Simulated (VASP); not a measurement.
Method: PBE GGA with D3 dispersion (zero damping), VASP's PBE PAW potentials (set 64) (plane waves; VASP).

The input files of a VASP run:

### POSCAR
```
AuAl2
1.0
  0.0000000000   2.9921109938   2.9921109938
  2.9921109938   0.0000000000   2.9921109938
  2.9921109938   2.9921109938   0.0000000000
Al Au
2 1
Cartesian
  1.4960554969   1.4960554969   1.4960554969
  4.4881664907   4.4881664907   4.4881664907
  0.0000000000   0.0000000000   0.0000000000
```

INCAR:
```
LORBIT = 11   ! lm-projected
ENCUT = 520
LASPH = .TRUE.   ! aspherical one-centre terms
NELM = 100   ! most electronic steps
LMAXMIX = 6
PREC = Accurate
NEDOS = 601   ! DOS grid
SYSTEM = AuAl2
ISIF = 2   ! forces and stress, cell fixed
LWAVE = .FALSE.
ISMEAR = -5
LCHARG = .TRUE.
IVDW = 11
GGA = PE   ! PBE
LREAL = .FALSE.
LEFG = .TRUE.
EDIFF = 1E-7   ! SCF stop (eV)
ALGO = Normal
```

File KPOINTS:
```
Regular mesh
0
G
  10 10 10
```

POTCAR, in this order: Al Au (PBE.64 set). Program: vasp_std.

Output of the run:

### OSZICAR
```
       N       E                     dE             d eps       ncg     rms          rms(c)
DAV:   1     0.594268373894E+02    0.59427E+02   -0.71435E+03  1160   0.117E+03
DAV:   2    -0.113828992634E+02   -0.70810E+02   -0.65602E+02  1320   0.199E+02
DAV:   3    -0.132700494587E+02   -0.18872E+01   -0.18631E+01  1396   0.324E+01
DAV:   4    -0.132848238719E+02   -0.14774E-01   -0.14750E-01  1352   0.344E+00
DAV:   5    -0.132850644189E+02   -0.24055E-03   -0.24047E-03  1404   0.454E-01    0.919E+00
DAV:   6    -0.120976076681E+02    0.11875E+01   -0.64758E+00  1272   0.287E+01    0.405E+00
DAV:   7    -0.120255906952E+02    0.72017E-01   -0.28517E-01  1204   0.638E+00    0.188E+00
DAV:   8    -0.119972203761E+02    0.28370E-01   -0.24779E-02  1328   0.125E+00    0.406E-01
DAV:   9    -0.119961913933E+02    0.10290E-02   -0.35978E-03  1320   0.722E-01    0.185E-01
DAV:  10    -0.119963323112E+02   -0.14092E-03   -0.24309E-04  1256   0.129E-01    0.347E-02
DAV:  11    -0.119963264993E+02    0.58119E-05   -0.70658E-06  1380   0.238E-02    0.129E-02
DAV:  12    -0.119963279619E+02   -0.14626E-05   -0.39330E-06  1208   0.138E-02    0.320E-03
DAV:  13    -0.119963277380E+02    0.22397E-06   -0.18981E-07  1064   0.486E-03    0.789E-04
DAV:  14    -0.119963278219E+02   -0.83932E-07   -0.20217E-08   744   0.132E-03
   1 F= -.12972268E+02 E0= -.12972268E+02  d E =0.000000E+00
```

File OUTCAR:
```
------------------------ aborting loop because EDIFF is reached ----------------------------------------
 Edisp (eV)   -0.97594
  FORCE on cell =-STRESS in cart. coord.  units (eV):
  Direction    XX          YY          ZZ          XY          YZ          ZX
  --------------------------------------------------------------------------------------
  Total      -0.00414    -0.00414    -0.00414     0.00000     0.00000     0.00000
  in kB      -0.12383    -0.12383    -0.12383     0.00000     0.00000     0.00000
  external pressure =       -0.12 kB  Pullay stress =        0.00 kB
  volume of cell :       53.58
      direct lattice vectors                 reciprocal lattice vectors
     0.000000000  2.992110994  2.992110994    -0.167106100  0.167106100  0.167106100
     2.992110994  0.000000000  2.992110994     0.167106100 -0.167106100  0.167106100
     2.992110994  2.992110994  0.000000000     0.167106100  0.167106100 -0.167106100
 POSITION                                       TOTAL-FORCE (eV/Angst)
 -----------------------------------------------------------------------------------
      1.49606      1.49606      1.49606         0.000000      0.000000      0.000000
      4.48817      4.48817      4.48817        -0.000000     -0.000000     -0.000000
      0.00000      0.00000      0.00000         0.000000     -0.000000     -0.000000
 -----------------------------------------------------------------------------------
    total drift:                                0.000000     -0.000000      0.000000
  FREE ENERGIE OF THE ION-ELECTRON SYSTEM (eV)
  ---------------------------------------------------
  free  energy   TOTEN  =       -12.9722684247 eV

  energy  without entropy=      -12.9722684247  energy(sigma->0) =      -12.97226842

 total charge

# of ion       s       p       d       tot
------------------------------------------
    1        0.395   0.361   0.000   0.756
    2        0.395   0.361   0.000   0.756
    3        0.760   0.708   8.547  10.015
--------------------------------------------------
tot          1.549   1.431   8.547  11.527

 Electric field gradients after diagonalization (V/A^2)
 (convention: |V_zz| > |V_xx| > |V_yy|)
----------------------------------------------------------------------
 ion       V_xx      V_yy      V_zz     asymmetry (V_yy - V_xx)/ V_zz
----------------------------------------------------------------------
   1      -0.000    -0.000     0.000       0.000
   2      -0.000    -0.000     0.000       0.000
   3      -0.000    -0.000     0.001       0.000
```
(Selected blocks of OUTCAR.)

OUTCAR:
```
 val. band max:        7.9693970512   @ k =   0.2000   0.2000   0.0000

 cond. band min:       7.8373253263   @ k =  -0.2000   0.1000   0.0000


 Fermi energy:         7.8577291997

 k-point     1 :       0.0000    0.0000    0.0000
  band No.  band energies     occupation
      1      -2.7217      2.00000
      2       1.2427      2.00000
      3       1.2427      2.00000
      4       1.2427      2.00000
      5       2.2085      2.00000
      6       2.2085      2.00000
      7      10.1849      0.00000
      8      10.8487      0.00000
      9      10.8487      0.00000
     10      10.8487      0.00000
     11      11.8323      0.00000
     12      11.8323      0.00000

 k-point     2 :       0.1000    0.0000    0.0000
  band No.  band energies     occupation
      1      -2.5897      2.00000
      2       1.1996      2.00000
      3       1.2761      2.00000
      4       1.2761      2.00000
      5       2.2014      2.00000
      6       2.2014      2.00000
      7       8.9958     -0.13875
      8      10.3437      0.00000
      9      10.3437      0.00000
     10      10.3821      0.00000
     11      12.3771      0.00000
     12      12.3771      0.00000

 k-point     3 :       0.2000    0.0000    0.0000
  band No.  band energies     occupation
      1      -2.2047      2.00000
      2       1.1000      2.00000
      3       1.3573      2.00000
      4       1.3573      2.00000
      5       2.1967      2.00000
      6       2.1967      2.00000
      7       6.8674      2.08477
      8       9.5977     -0.00076
      9       9.5977      0.00000
     10      10.6008      0.00000
     11      12.4761      0.00000
     12      12.4761      0.00000

 k-point     4 :       0.3000    0.0000    0.0000
  band No.  band energies     occupation
      1      -1.6136      2.00000
      2       1.0249      2.00000
      3       1.4370      2.00000
      4       1.4370      2.00000
      5       2.2286      2.00000
      6       2.2286      2.00000
...
```

For a metal the tetrahedron method with Blöchl corrections gives inexact stress and forces. Unless said otherwise, spin-orbit coupling is left out, though it shifts the bands of the heavy elements here.

The compound is AuAl2 in the fluorite structure. It was relaxed first. The electron count is odd and the run is not spin-polarised, which forces a metal.
